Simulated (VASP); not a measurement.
Input:

```
CELL_PARAMETERS angstrom
      0.00000     3.35064     3.35064
      3.35064     0.00000     3.35064
      3.35064     3.35064     0.00000
ATOMIC_POSITIONS crystal
  K  0.00000 0.00000 0.00000
  Br 0.50000 0.50000 0.50000
```

These are PBE GGA, VASP's PBE PAW potentials (set 64) (plane waves; VASP) values and carry that method's errors. Settings: 400 eV cut-off, Gaussian smearing of 0.050 eV, potentials K_sv Br.

Give the energies of bands 6 to 11 at the high-symmetry points, in eV from the valence-band maximum.

| band | Γ | X | U | L | W |
|---|---|---|---|---|---|
| 6 | 0.00 | -0.77 | -0.65 | -1.09 | -0.55 |
| 7 | 0.00 | -0.27 | -0.59 | -0.30 | -0.55 |
| 8 | 0.00 | -0.27 | -0.30 | -0.30 | -0.49 |
| 9 | 4.31 | 5.91 | 6.58 | 6.49 | 7.33 |
| 10 | 7.59 | 7.03 | 7.95 | 8.06 | 7.33 |
| 11 | 7.59 | 9.26 | 8.32 | 9.64 | 8.08 |

The gap is direct, 4.31 eV, from the valence maximum at Γ to the conduction minimum at Γ.

Measured: gap 7.40 eV (computed value off by -3.09 eV), as given by Aguado et al., (1998), arXiv:cond-mat/9809176.

The compound is KBr in the rock salt structure. It was relaxed first.
